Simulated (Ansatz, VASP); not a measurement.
# Ti (Titanium): VASP beside Ansatz, part 2 of 2

One calculation is typed for both programs; each brings its own data sets. How far apart do they land? Of the first pair: The structure shown is the end of the Ansatz relaxation below.

VASP 6.6.1 and Ansatz 0.2.0.

So far. Step 3 (VASP: single point, LDA): The run ends at a pressure of -2.70 GPa.

### 5. VASP: zone-centre phonons, LDA

Level of this step: LDA; plane waves and PAW (Ti_sv) (VASP).

Second derivatives magnify differences that forces hide, and they need a tight electronic threshold. The cell compared in this pair holds 28.98 Å³, against 32.84 Å³ for the pair before.

Input file INCAR:

```
SYSTEM = Ti
PREC = Accurate
ENCUT = 500
EDIFF = 1E-08
NELM = 120
ISMEAR = 1
SIGMA = 0.2
LREAL = .FALSE.
ALGO = Normal
GGA = PW92
NBANDS = 18
LASPH = .TRUE.
LORBIT = 11
LWAVE = .FALSE.
LCHARG = .FALSE.
ISIF = 2
IBRION = 8
GGA_COMPAT = .FALSE.
KPAR = 2
```

Input file POSCAR:

```
Ti
1.0
    2.7596169948      0.0000000000      0.0000000000
   -1.3798084974      2.3898984222      0.0000000000
    0.0000000000      0.0000000000      4.3938455362
Ti
2
Direct
    0.3333333334      0.6666666668      0.2500000000
    0.6666666668      0.3333333334      0.7500000000
```

Input file KPOINTS:

```
Automatic mesh
0
Gamma
18 18 12
0 0 0
```

PAW data sets: Ti_sv (LDA family, release 64).

On the command line:

```console
$ mpirun -np 2 vasp_std
```

Numbers of over 12 decimals in the logs are rounded to 6 here.

The program printed:

```text
[banner, memory and clock lines left out]
running    2 mpi-ranks, on    1 nodes
[...]
[... a notice as in an earlier step ...]

 LDA part: xc-table for (Slater(with rela. corr.)+PW92), standard interpolation
 POSCAR, INCAR and KPOINTS ok, starting setup
[...]
entering main loop
       N       E                     dE             d eps       ncg     rms          rms(c)
DAV:   1     0.251083197182E+03    0.25108E+03   -0.12940E+04  9372   0.167E+03
DAV:   2     0.105142076227E+02   -0.24057E+03   -0.23724E+03  9498   0.452E+02
DAV:   3    -0.174507792324E+02   -0.27965E+02   -0.27583E+02 17424   0.126E+02
DAV:   4    -0.184196181135E+02   -0.96884E+00   -0.96803E+00 10542   0.250E+01
[...]
DAV:  15    -0.169331946433E+02    0.18732E-06   -0.12135E-07 10590   0.220E-03    0.121E-04
DAV:  16    -0.169331946576E+02   -0.14206E-07   -0.25269E-09  5388   0.412E-04    0.108E-04
DAV:  17    -0.169331946653E+02   -0.77639E-08   -0.70845E-10  5086   0.265E-04
   1 F= -.16933195E+02 E0= -.16933760E+02  d E =0.169562E-02
[...]
RMM:  32    -0.486149298262E+00    0.92109E-08   -0.15838E-07 85489   0.757E-05    0.165E-06
RMM:  33    -0.486149296782E+00    0.14804E-08   -0.12768E-07 73068   0.730E-05    0.155E-06
RMM:  34    -0.486149298553E+00   -0.17710E-08   -0.13361E-07 65880   0.710E-05    0.150E-06
 first order change of Fermi-energy   0.57962E-04
 force on displaced ion       1 direction 1 :  -0.685  -0.000   0.000
 Linear response progress:
  Degree of freedom:   2/  2
       N       E                     dE             d eps       ncg     rms          rms(c)
RMM:   1    -0.634523558475E+00   -0.63452E+00    0.34148E+01 14258   0.139E+02
RMM:   2    -0.595929046157E+00    0.38595E-01   -0.32304E-01 26244   0.479E+00    0.332E-01
RMM:   3    -0.594022678577E+00    0.19064E-02   -0.25045E-02 28483   0.136E+00    0.146E-01
RMM:   4    -0.595792149898E+00   -0.17695E-02   -0.95657E-03 32501   0.601E-01    0.523E-02
[...]
RMM:  33    -0.597983817055E+00   -0.63030E-08    0.15560E-07 24932   0.186E-04    0.149E-05
RMM:  34    -0.597983824142E+00   -0.70875E-08    0.14563E-07 22714   0.178E-04    0.158E-05
RMM:  35    -0.597983829189E+00   -0.50467E-08    0.16317E-07 23291   0.171E-04    0.167E-05
 first order change of Fermi-energy  -0.19173E-03
 force on displaced ion       1 direction 3 :   0.000  -0.000  -6.399
 Linear response finished
```

Parts of OUTCAR (step 5):

```text
  Total        2.7787672      2.7787672      2.7874825      0.0000000      0.0000000      0.0000000
  in kB      153.6348363    153.6348363    154.1166996      0.0000000      0.0000000      0.0000000
  external PRESSURE =     153.7954574 kB  Pullay stress =       0.0000000 kB

 POSITION                                       TOTAL-FORCE (eV/Angst)
 -----------------------------------------------------------------------------------
      0.00000      1.59327      1.09846         0.000000      0.000000      0.000000
      1.37981      0.79663      3.29538        -0.000000      0.000000      0.000000
 -----------------------------------------------------------------------------------
    total drift:                               -0.000000     -0.000000      0.000000

[... 1 part as in an earlier step ...]

[... 1 further part left out ...]
```

### 6. Ansatz: zone-centre phonons, LDA

The same cell, functional (in two slightly different forms), mesh and smearing now go to Ansatz, which takes its cutoff from its data sets.

The cell is taken from a series of runs on this material, whose earlier steps may have relaxed, scaled, displaced or heated it; both programs get it as it stands.

Input file input.yaml:

```yaml
crystal:
  lattice:
    - [2.7596169948, 0.0, 0.0]
    - [-1.3798084974, 2.3898984222, 0.0]
    - [0.0, 0.0, 4.3938455362]
  atoms:
    - { symbol: Ti, position: [0.3333333333, 0.6666666667, 0.25] }
    - { symbol: Ti, position: [0.6666666667, 0.3333333333, 0.75] }
kpoints:
  mp_grid: { grid: [18, 18, 12] }
hamiltonian:
  xc: lda
  pseudopotentials: { kind: paw, azcp: { folder: soft_1 }, xc_functional: pbe }
scf:
  occupations: { method: methfessel_paxton, width: 0.2 }
output:
  eigenvalues: true
phonons:
  method: dfpt
```

On the command line:

```console
$ ansatz run input.yaml --threads 4 --pin off --max-ram 10240MiB --backend cpu --events-out ev --progress --plain --runs-dir out
```

The program printed:

```text
zone centre: on kpoints.mp_grid the ground state, and the responses unless they are solved on pairs of k-points, stand on 637 of the mesh's 3888 k-points, reduced under 4 symmetry operations, with k and −k counted as one. Each operation leaves every solved displacement unchanged or reverses it
[...]
Crystal: 2 atoms, lattice volume = 28.978 Å³
[...]
k mesh reduced under 4 symmetry operations, with k and −k counted as one. Each operation leaves every solved displacement unchanged or reverses it
  ASR residual: 1.754e-5 → 0.000e0 eV/Å²; symmetrization residual: 5.580e-13 eV/Å²
  ASR residual per site (eV/Å²): 1.75e-5 1.75e-5
  Γ frequencies (cm⁻¹): 0.00 0.00 0.00 88.15 88.15 266.93
  non-analytic LO–TO correction: not included (Born effective charges unavailable; polar crystals: no LO–TO splitting at Γ)
[key lines of the parts left out:]
SCF converged after 8 iterations
Free energy (F): -4900.466472 eV
Fermi energy:    16.045023 eV
```

### 7. Differences

Both answers:

```tsv
quantity	Ansatz	VASP	difference
optical mode 1 to 2 (cm⁻¹)	88.2	88.2	-0.09 %
optical mode 3 (cm⁻¹)	266.9	269.6	-0.99 %
```

Modes are paired by rising frequency, not by their patterns, so a pair may set unlike modes beside each other; they are those without the splitting of longitudinal modes.

### 8. Results

| Item | Value |
| --- | --- |
| difference in pressure (single point, LDA) | 0.27 GPa |
| r.m.s. difference of the optical zone-centre modes, each program's sorted by frequency (zone-centre phonons, LDA) | 1.5 cm⁻¹ |
| difference in optical mode 3 (zone-centre phonons, LDA) | -1.0 % |

The difference in pressure is 0.27 GPa (single point, LDA), within the 1 GPa picked in this series as the mark of a large difference. Among the rows given in per cent, the largest difference of the zone-centre phonons, LDA pair is in optical mode 3, -1.0 %. How closely two codes agree says nothing of how well the functional describes the real material.

[Lines on the potential files, build, host, timing and source positions are cut from VASP's logs without a mark.]

[Logs are printed without paths, hosts, clocks, repeated set-up lines and the standing remarks that a program may print on its own settings, such as how far it seeks lower states.]

[Hosts, paths, dates, database ids (printed as entryN), source tags and the programs' standing remarks are cut or masked in the printed files.]
